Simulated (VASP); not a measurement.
Data:

```yaml
crystal:
  lattice:
    - [1.59500, -2.76262, 0.00000]
    - [1.59500, 2.76262, 0.00000]
    - [0.00000, 0.00000, 5.05000]
  atoms:
    - { symbol: Hf, position: [0.33333, 0.66667, 0.25000] }
    - { symbol: Hf, position: [0.66667, 0.33333, 0.75000] }
```

Level of theory: PBE GGA, VASP's PBE PAW potentials (set 64) (plane waves; VASP 6.6.1). Settings: 400 eV cut-off, 11×11×6 Γ-centred mesh, first-order Methfessel-Paxton smearing of 0.10 eV, potentials Hf_pv.

Task: Give the stress tensor in GPa (positive for a compressed cell).

Result: 
```
1.00  0.00  0.00
0.00  1.00  0.00
0.00  0.00  1.19
```
The pressure is its mean diagonal, 1.07 GPa.

The compound is Hf in the hcp structure. The cell was not relaxed at this level. The run is one of a series of settings (KPOINTS 11×11×6 Γ-centred mesh against the base run), some of them coarse on purpose.
